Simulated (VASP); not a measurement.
The input files of a VASP run:

File POSCAR:
```
FeAl
1
    2.9100000000     0.0000000000     0.0000000000
    0.0000000000     2.9100000000     0.0000000000
    0.0000000000     0.0000000000     2.9100000000
Al Fe
1 1
Direct
  0.5000000000   0.5000000000   0.5000000000
  0.0000000000   0.0000000000   0.0000000000
```

INCAR:
```
! general
SYSTEM  = FeAl
PREC    = Accurate
ENCUT   = 300
LREAL   = .FALSE.
LASPH   = .TRUE.

! electronic loop
EDIFF   = 1E-6
NELM    = 100
ALGO    = Normal
LMAXMIX = 4

! smearing
ISMEAR  = -1
SIGMA   = 0.1

! functional
GGA     = PE

! ions
ISIF    = 2

! output
LWAVE   = .FALSE.
LCHARG  = .FALSE.
```

### KPOINTS
```
Automatic mesh
0
Gamma
2 2 2
0 0 0
```

POTCAR, in this order: Al Fe (PBE.64 set). Program: vasp_std.

Problem. Write an equivalent input for Ansatz.

Solution. One equivalent input (not run):
Ansatz 0.2 input:
```yaml
crystal:
  lattice:
    - [2.9100000, 0.0000000, 0.0000000]
    - [0.0000000, 2.9100000, 0.0000000]
    - [0.0000000, 0.0000000, 2.9100000]
  atoms:
    - { symbol: Al, position: [0.5000000, 0.5000000, 0.5000000] }
    - { symbol: Fe, position: [0.0000000, 0.0000000, 0.0000000] }
kpoints:
  mp_grid: { grid: [2, 2, 2] }
hamiltonian:
  xc: pbe
  pseudopotentials: { kind: paw }
scf:
  occupations: { method: fermi_dirac, width: 0.1 }
  max_iter: 100
output: { forces: true, stress: true, eigenvalues: true }
```
The two are equivalent in intent, not identical: each code has its own PAW files, so the cut-off isn't converted (ENCUT is set for VASP's; basis.ecutwfc is left out, and Ansatz then takes the one that its files recommend); Ansatz stops its SCF on the density residual and VASP on the energy change (EDIFF).

The structure is a typed FeAl crystal (Pm-3m). The cell was not relaxed at this level. The k-mesh is coarse (spacing up to 1.08 per Å, 2π included), so the numbers may not be converged in it. The run is one of a series of settings (KPOINTS 2×2×2 Γ-centred mesh against the base run), some of them coarse on purpose.
